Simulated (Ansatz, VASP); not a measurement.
# InHO2 in two plane-wave programs

One calculation is typed for both programs; each brings its own data sets. How far apart do they land? The cell is taken from a series of runs on this material, whose earlier steps may have relaxed, scaled, displaced or heated it; both programs get it as it stands.

Main program and level: Ansatz 0.2.0; plane waves, with VASP 6.6.1 beside it; r2SCAN with rVV10 and r2SCAN with D4.

## Step 1: Starting point

It takes space group Pmn2_1 (No. 31, orthorhombic). Conventional cell: a = 3.284 Å, b = 4.580 Å, c = 5.278 Å, α = 90.00°, β = 90.00°, γ = 90.00°. In has 6 O at 2.13 to 2.24 Å nearest. Nearest to H lie 1 O at 1.03 Å. Nearest to O lie 1 H at 1.03 Å and 3 In at 2.23 to 2.24 Å. Nearest to O lie 1 H at 1.53 Å and 3 In at 2.13 Å. Farther neighbours and most contacts between anions are not listed.

## Step 2: Ansatz: single point, r2SCAN with rVV10

Ansatz runs on PAW files that the input asks for by source.

With cell and atoms fixed, the geometry can't cause a difference; cores, projectors, grids and the points listed under the comparison can.

The input, input.yaml:

```yaml
crystal:
  lattice:
    - [3.2838861257, 0.0, 0.0]
    - [0.0, 4.5797186074, 0.0]
    - [0.0, 0.0, 5.2776858519]
  atoms:
    - { symbol: In, position: [0.0, 0.7278178911, 0.0007655666] }
    - { symbol: In, position: [0.5, 0.2721821089, 0.5007655666] }
    - { symbol: H, position: [0.0, 0.8023920204, 0.479250074] }
    - { symbol: H, position: [0.5, 0.1976079796, 0.979250074] }
    - { symbol: O, position: [0.0, 0.9827511835, 0.3632387268] }
    - { symbol: O, position: [0.5, 0.0172488165, 0.8632387268] }
    - { symbol: O, position: [0.0, 0.5229990854, 0.6387456325] }
    - { symbol: O, position: [0.5, 0.4770009146, 0.1387456325] }
kpoints:
  mp_grid: { grid: [8, 6, 6] }
hamiltonian:
  xc: r2scan
  pseudopotentials: { kind: paw, source: ansatz }
  dispersion: rvv10
scf:
  occupations: { method: fixed }
  n_extra_bands: 6
  lower_state_search: "off"
  convergence: { dr2_threshold: 1.0e-09 }
output:
  eigenvalues: true
```

Started as:

```console
$ ansatz run input.yaml --threads 8 --pin off --max-ram 18432MiB --backend cpu --events-out ev --progress --plain --runs-dir out
```

Numbers of over 12 decimals in the logs are rounded to 6 here.

Output:

```text
scf.n_extra_bands = 6 over 34 filled bands (N_el = 68.0): the run solves 40 bands
Engine: ansatz 0.2.0, aarch64-unknown-linux-gnu
Pseudopotentials: kind: paw
Pseudopotential: In, paw, valence charge 21, recommended cutoff 870 eV (meta_gga), In.paw.azcp
Pseudopotential: H, paw, valence charge 1, recommended cutoff 1000 eV (meta_gga), H.paw.azcp
Pseudopotential: O, paw, valence charge 6, recommended cutoff 1050 eV (meta_gga), O.paw.azcp
Functional definition: r2SCAN+rVV10
  parameter k0 = 0.174
  parameter k1 = 0.065
  parameter a1 = 4.9479
  exchange = r2scan_x(k0 = k0, k1 = k1, a1 = a1)
  correlation = r2scan_c + rvv10(11.95, 0.0093)
Crystal: 8 atoms, lattice volume = 79.373 Å³
Basis set: ecut = 1050 eV, 6139 PW (Γ), exchange–correlation on 180×240×288 points (64 copies of the dense FFT grid, shifted against one another)
Bands: 40, of which v1, the nominal top of the filled ones, is band 34 counted from 1 (33 counted from 0)
Symmetry: 4 space group operations
Space group: Pmn21 (ITA 31), of the structure as read, at distance tolerance 4.3e-5 Å
k-points: 80 of 288 (time reversal used)
Non-local potential: In, projectors of the file, l = 0: 3, l = 1: 3, l = 2: 2, l = 3: 2
Non-local potential: H, projectors of the file, l = 0: 2, l = 1: 1, l = 2: 1
Non-local potential: O, projectors of the file, l = 0: 2, l = 1: 2, l = 2: 1
PAW form: soft (Blöchl's): semilocal exchange-correlation on the pseudo side does not see the compensation charge
rVV10 density: all electrons in the spheres
PAW frozen core: In, regenerated for the run's functional (the file was generated under x = pbe(κ = 0.804, μ = 0.219515), c = pbe(β = 0.066725))
PAW frozen core: O, regenerated for the run's functional (the file was generated under x = pbe(κ = 0.804, μ = 0.219515), c = pbe(β = 0.066725))
PAW one-centre angular grid: In, 590 points (default); XC on 160 Gauss nodes
PAW one-centre angular grid: H, 302 points (default); XC on 160 Gauss nodes
PAW one-centre angular grid: O, 302 points (default); XC on 160 Gauss nodes
Initial density: superposition of atomic densities (chi_scale 0.1, normalization cell, long waves kept (reshape's long-wave potential 0.02 eV rms))
Initial wavefunctions: pseudopotential atomic-orbital guess
Functional: x = r2scan, c = r2scan + rvv10(b = 11.95, C = 0.0093); τ floored in thin density (d = 2e-4 eV/Å³)
SCF iter   1: F=-20262.732469 eV  HF=-20267.494661 eV  |F-HF|=4.76e0  |Δ(HF+E_count)|=         —  Δρ=1.18e-1  dr2=7.60e0  dr2_τ=1.18e0  ethr=3.10e-3  ⟨swp⟩=4.8  Hψ=10222  notcnv=0  defer=319
preconditioner: auto → Resta (q_TF=auto, 2.659 Å⁻¹)  ε∞=3.6  [insulator: Δε(μ)=2.454 eV  Ē_g=18.664 eV  n_scr=28 (ndim 8)  ℏωp=30.1 eV  f_vac=0.000  ε∞_Penn≈3.6]
SCF iter   2: F=-20265.139235 eV  HF=-20265.489255 eV  |F-HF|=3.50e-1  |Δ(HF+E_count)|=    2.01e0  Δρ=4.31e-2  dr2=1.17e0  dr2_τ=2.93e-1  ethr=3.10e-3  ⟨swp⟩=2.6  Hψ=7205  notcnv=0  defer=318
SCF iter   3: F=-20265.476431 eV  HF=-20265.471942 eV  |F-HF|=4.49e-3  |Δ(HF+E_count)|=   1.73e-2  Δρ=2.17e-2  dr2=1.74e-1  dr2_τ=2.20e-2  ethr=1.72e-3  ⟨swp⟩=2.2  Hψ=5320  notcnv=0  defer=320
SCF iter   4: F=-20265.468498 eV  HF=-20265.500460 eV  |F-HF|=3.20e-2  |Δ(HF+E_count)|=   2.85e-2  Δρ=8.95e-3  dr2=4.39e-2  dr2_τ=3.04e-2  ethr=2.56e-4  ⟨swp⟩=2.6  Hψ=5462  notcnv=0  defer=320
SCF iter   5: F=-20265.490868 eV  HF=-20265.490510 eV  |F-HF|=3.58e-4  |Δ(HF+E_count)|=   9.95e-3  Δρ=2.18e-3  dr2=2.10e-3  dr2_τ=5.42e-4  ethr=6.45e-5  ⟨swp⟩=2.0  Hψ=4857  notcnv=0  defer=320
SCF iter   6: F=-20265.490989 eV  HF=-20265.491153 eV  |F-HF|=1.65e-4  |Δ(HF+E_count)|=   6.43e-4  Δρ=7.94e-4  dr2=3.03e-4  dr2_τ=1.54e-4  ethr=3.09e-6  ⟨swp⟩=2.0  Hψ=5490  notcnv=0  defer=320
SCF iter   7: F=-20265.491098 eV  HF=-20265.491108 eV  |F-HF|=9.66e-6  |Δ(HF+E_count)|=   4.54e-5  Δρ=2.27e-4  dr2=2.96e-5  dr2_τ=2.73e-5  ethr=4.45e-7  ⟨swp⟩=2.0  Hψ=5504  notcnv=0  defer=316
SCF iter   8: F=-20265.491113 eV  HF=-20265.491113 eV  |F-HF|=3.84e-7  |Δ(HF+E_count)|=   5.10e-6  Δρ=6.77e-5  dr2=2.01e-6  dr2_τ=6.13e-7  ethr=4.35e-8  ⟨swp⟩=2.0  Hψ=5448  notcnv=0  defer=160
SCF iter   9: F=-20265.490751 eV  HF=-20265.490751 eV  |F-HF|=3.59e-8  |Δ(HF+E_count)|=   3.62e-4  Δρ=1.45e-5  dr2=1.21e-7  dr2_τ=3.14e-8  ethr=2.95e-9  ⟨swp⟩=3.0  Hψ=6192  notcnv=0  defer=152
SCF iter  10: F=-20265.490751 eV  HF=-20265.490751 eV  |F-HF|=3.02e-10  |Δ(HF+E_count)|=  6.91e-11  Δρ=1.92e-6  dr2=2.43e-9  dr2_τ=1.00e-9  ethr=1.78e-10  ⟨swp⟩=2.9  Hψ=5216  notcnv=0  defer=152
SCF iter  11: F=-20265.490751 eV  HF=-20265.490751 eV  |F-HF|=7.28e-12  |Δ(HF+E_count)|=  1.42e-10  Δρ=3.15e-7  dr2=6.88e-11  dr2_τ=1.32e-11  ethr=1.47e-12  ⟨swp⟩=10.2  Hψ=10376  notcnv=0
SCF 1 converged in 11 iterations: F = -20265.490751 eV  dr2 = 6.88e-11
  greatest PAW one-centre occupation: 0.994 electrons in one spin orbital (limit 2), on the In atom at site 1 (counted from 0), in its partial waves of l = 0
SCF converged after 11 iterations
Free energy (F): -20265.490751 eV
Harris-Foulkes:  -20265.490751 eV  (|F-HF|=7.28e-12)
Internal energy: -20265.490751 eV  (E = F + TS)
E sigma→0 (E₀):  -20265.490751 eV
Fermi energy:    8.350542 eV
--- Per-component energies (eV) ---
  E_band       = -1226.507793
  E_kinetic    = 2813.872085
  E_local      = -13085.441166  (includes V_loc(G=0)·N_el)
  E_nonlocal   = 3350.275669
  E_hartree    = 4402.897867
  E_xc         = -834.387350
  E_vxc        = -1243.547832  (∫ρ·V_xc dr)
  E_paw        = -9378.794218  (= ΣΔE_a)
  E_vpaw       = -1963.238032  (= ΣTr[D̂ρ^β])
  E_aug_tail   = 0.000019  (compensation charges beyond the density's cutoff)
  E_vtau       = 95.775915  (kinetic-family band-sum trace: ∫τ·v_τ [+ j·A + Jᵃ·Aᵃ] dr)
  E_ewald      = -7532.539343
  E_core_change = -1.374313  (= ΣΔE_core)
  E_smearing   = -0.000000  (= −TS)
  E_closure    = 0.000000  (closes the sum)
  Σ components = -20265.490751   (vs F -20265.490751, Δ=0.00e0)
--- Band table (eV; the first three rows and the last of 80) ---
  k-point 0: bands = [... 30 lower, 7.9613, 8.2233, 8.2606, 8.3505, 10.9483, 15.9282, 16.1707, 17.3151, ... 2 higher]
  k-point 1: bands = [... 30 lower, 7.9310, 8.0305, 8.2239, 8.2542, 11.4661, 15.6706, 16.5072, 17.4989, ... 2 higher]
  k-point 2: bands = [... 30 lower, 7.4876, 7.8343, 8.2265, 8.2418, 12.5776, 14.9267, 17.3566, 17.9799, ... 2 higher]
  k-point 79: bands = [... 30 lower, 7.2563, 7.2563, 7.8985, 7.8985, 15.1094, 15.1094, 17.5915, 17.5915, ... 2 higher]
```

In the SCF lines HF is the Harris–Foulkes energy and dr2 the Hartree energy of the density residual, in eV; the loop may stop once dr2 is under the threshold and the program's other checks hold. Hψ counts applications of the Hamiltonian.

[end of part 1 of 2]

[Lines on the potential files, build, host, timing and source positions are cut from VASP's logs without a mark.]

[Logs are printed without paths, hosts, clocks, repeated set-up lines and the standing remarks that a program may print on its own settings, such as how far it seeks lower states.]

[Hosts, paths, dates, database ids (printed as entryN), source tags and the programs' standing remarks are cut or masked in the printed files.]
